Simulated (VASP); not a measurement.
# BaIrPt3 (Pm-3m) in VASP: a series of runs, part 2 of 2

VASP 6.6.1. Earlier steps stand in the parts before.

## (3) Single point, r2SCAN

The input, POSCAR:

```
BaIrPt3
1.0
    4.4603196800      0.0000000000      0.0000000000
    0.0000000000      4.4603196800      0.0000000000
    0.0000000000      0.0000000000      4.4603196800
Ir Ba Pt
1 1 3
Direct
    0.0000000000      0.0000000000      0.0000000000
    0.5000000000      0.5000000000      0.5000000000
    0.5000000000      0.0000000000      0.0000000000
    0.0000000000      0.5000000000      0.0000000000
    0.0000000000      0.0000000000      0.5000000000
```

The input, INCAR.step1:

```
PREC = Accurate ; ENCUT = 520
ISMEAR = -1 ; SIGMA = 0.1
LREAL = False ; LASPH = True
NELM = 100 ; NBANDS = 32
GGA = PE ; ALGO = Normal
EDIFF = 1E-4 ; LWAVE = True
LCHARG = False
```

The input, INCAR.step2:

```
PREC = Accurate ; ENCUT = 520
EDIFF = 1E-7 ; ISMEAR = -1
SIGMA = 0.1 ; LREAL = False
LASPH = True ; NELM = 100
ALGO = Normal ; ISIF = 2
LWAVE = False ; LCHARG = False
METAGGA = R2SCAN ; LMIXTAU = True
NBANDS = 32 ; ISTART = 1
```

The input, KPOINTS:

```
Automatic mesh
0
Gamma
  4 4 4
```

Potentials or basis: VASP PAW PBE potentials, release 64 (Ir, Ba_sv, Pt).

Started as:

```sh
cat potpaw_PBE.64/Ir/POTCAR potpaw_PBE.64/Ba_sv/POTCAR potpaw_PBE.64/Pt/POTCAR > POTCAR
cp INCAR.step1 INCAR
mpirun -np 1 vasp_std > vasp.out
cp INCAR.step2 INCAR
mpirun -np 1 vasp_std > vasp.out
```

Wall time 58 s (1 thread of Intel Xeon 6975P-C (Granite Rapids), shared host); peak memory 0.22 GiB.

It converged, with:

```
Free energy            : -227.0659 eV
Pressure               : 72.6 GPa
Band gap on the k mesh : none (metal or under the smearing width)
```

Levels at points of the mesh, in eV from the Fermi level:
| k point | band 20 | band 21 | band 22 | band 23 | band 24 | band 25 | band 26 | band 27 | band 28 | band 29 |
| --- | --- | --- | --- | --- | --- | --- | --- | --- | --- | --- |
| (0.00, 0.00, 0.00) | -1.46 | -0.01 | -0.01 | 1.00 | 1.00 | 1.00 | 1.49 | 1.49 | 1.49 | 5.88 |
| (0.50, 0.00, 0.00) | -2.66 | -1.99 | -1.73 | -0.13 | 0.05 | 0.05 | 1.02 | 1.49 | 1.49 | 3.06 |
| (0.50, 0.50, 0.00) | -3.02 | -2.64 | -2.55 | -2.17 | -0.50 | -0.50 | 0.01 | 0.01 | 0.65 | 3.34 |
| (0.50, 0.50, 0.50) | -4.10 | -2.76 | -2.76 | -1.88 | -1.88 | -1.88 | -0.25 | -0.25 | -0.25 | 3.84 |

Caveat: a pressure of tens of GPa on the cell as given is suspect, and the run, the potentials or the cell itself is likely at fault; the PAW data sets were made with another functional, which shifts forces and pressure a little.

## (4) Single point, r2SCAN

POSCAR is that of step 3.

The input, INCAR.step1:

```
SYSTEM = BaIrPt3
PREC = Accurate ; ENCUT = 520
ISMEAR = -1 ; SIGMA = 0.1
LREAL = .FALSE. ; LASPH = .TRUE.
NELM = 100 ; NBANDS = 32
GGA = PE ; ALGO = Normal
EDIFF = 1E-4 ; LWAVE = .TRUE.
LCHARG = .FALSE.
```

The input, INCAR.step2:

```
SYSTEM = BaIrPt3
PREC = Accurate ; ENCUT = 520
EDIFF = 1E-7 ; ISMEAR = -1
SIGMA = 0.1 ; LREAL = .FALSE.
LASPH = .TRUE. ; NELM = 100
ALGO = Normal ; ISIF = 2
LWAVE = .FALSE. ; LCHARG = .TRUE.
METAGGA = R2SCAN ; LMIXTAU = .TRUE.
LELF = .TRUE. ; LVHAR = .TRUE.
NBANDS = 32 ; ISTART = 1
```

The input, KPOINTS:

```
Automatic mesh
0
Gamma
  4 4 4
  0.5 0.5 0.5
```

Potentials or basis: VASP PAW PBE potentials, release 64 (Ir, Ba_sv, Pt).

Started as:

```sh
cat potpaw_PBE.64/Ir/POTCAR potpaw_PBE.64/Ba_sv/POTCAR potpaw_PBE.64/Pt/POTCAR > POTCAR
cp INCAR.step1 INCAR
mpirun -np 1 vasp_std > vasp.out
cp INCAR.step2 INCAR
mpirun -np 1 vasp_std > vasp.out
```

OUTCAR:

```text
SYSTEM = BaIrPt3
   PREC = Accurate
   ENCUT = 520
   EDIFF = 1E-7
   ISMEAR = -1
   LREAL = .FALSE.
   LASPH = .TRUE.
   NELM = 100
   ISIF = 2
   METAGGA = R2SCAN
   ISTART = 1

 ion  position               nearest neighbor table
   1  0.000  0.000  0.000-   3 2.23   4 2.23   5 2.23   5 2.23   4 2.23   3 2.23   2 3.86   2 3.86
                             2 3.86   2 3.86   2 3.86   2 3.86   2 3.86   2 3.86
   2  0.500  0.500  0.500-   3 3.15   4 3.15   5 3.15   3 3.15   4 3.15   3 3.15   5 3.15   3 3.15
                             4 3.15   5 3.15   4 3.15   5 3.15   1 3.86   1 3.86   1 3.86   1 3.86
   3  0.500  0.000  0.000-   1 2.23   1 2.23   4 3.15   5 3.15   2 3.15   5 3.15   2 3.15   4 3.15
[... 328 lines left out ...]
  Total       41.1247037     41.1247037     41.1247037      0.0000000      0.0000000     -0.0000000
  in kB      742.5323935    742.5323935    742.5323935      0.0000000      0.0000000     -0.0000000
  external PRESSURE =     742.5323935 kB  Pullay stress =       0.0000000 kB

 VOLUME and BASIS-vectors are now :
 -----------------------------------------------------------------------------
  energy-cutoff  :      520.00
  volume of cell :       88.74
      direct lattice vectors                 reciprocal lattice vectors
     4.460319680  0.000000000  0.000000000     0.224199177  0.000000000  0.000000000
     0.000000000  4.460319680  0.000000000     0.000000000  0.224199177  0.000000000
     0.000000000  0.000000000  4.460319680     0.000000000  0.000000000  0.224199177

 POSITION                                       TOTAL-FORCE (eV/Angst)
 -----------------------------------------------------------------------------------
      0.00000      0.00000      0.00000         0.000000      0.000000      0.000000
      2.23016      2.23016      2.23016         0.000000      0.000000      0.000000
      2.23016      0.00000      0.00000         0.000000      0.000000      0.000000
      0.00000      2.23016      0.00000         0.000000      0.000000      0.000000
      0.00000      0.00000      2.23016         0.000000      0.000000      0.000000
 -----------------------------------------------------------------------------------
    total drift:                                0.000000      0.000000     -0.000000

  FREE ENERGIE OF THE ION-ELECTRON SYSTEM (eV)
  ---------------------------------------------------
  free  energy   TOTEN  =      -226.7107387589 eV

  energy  without entropy=     -226.5731265097  energy(sigma->0) =     -226.64193263
```

OSZICAR.step1:

```text
N       E                     dE             d eps       ncg     rms          rms(c)
DAV:   1     0.386466003871E+03    0.38647E+03   -0.23207E+04   256   0.145E+03
DAV:   2    -0.199465802074E+00   -0.38667E+03   -0.36023E+03   280   0.342E+02
DAV:   3    -0.237019961459E+02   -0.23503E+02   -0.22361E+02   344   0.838E+01
DAV:   4    -0.244389098310E+02   -0.73691E+00   -0.73605E+00   360   0.147E+01
DAV:   5    -0.244524645479E+02   -0.13555E-01   -0.13553E-01   336   0.171E+00    0.402E+01
DAV:   6    -0.223908062008E+02    0.20617E+01   -0.86099E+00   368   0.240E+01    0.235E+01
DAV:   7    -0.222330275076E+02    0.15778E+00   -0.36633E+00   360   0.207E+01    0.123E+01
DAV:   8    -0.218663342013E+02    0.36669E+00   -0.96167E-01   352   0.108E+01    0.263E+00
DAV:   9    -0.218582524361E+02    0.80818E-02   -0.39836E-02   328   0.181E+00    0.382E-01
DAV:  10    -0.218583312589E+02   -0.78823E-04   -0.36222E-03   392   0.480E-01    0.151E-01
DAV:  11    -0.218582706018E+02    0.60657E-04   -0.62895E-04   328   0.269E-01
   1 F= -.21858271E+02 E0= -.21780821E+02  d E =-.154899E+00
```

It took 38 s on 1 thread of Intel Xeon 6975P-C (Granite Rapids), shared host; peak memory 0.22 GiB.

What came out:

```
Free energy            : -226.7107 eV
Pressure               : 74.3 GPa
Band gap on the k mesh : none (metal or under the smearing width)
```

Caveat: a pressure of tens of GPa on the cell as given is suspect, and the run, the potentials or the cell itself is likely at fault; the PAW data sets were made with another functional, which shifts forces and pressure a little.
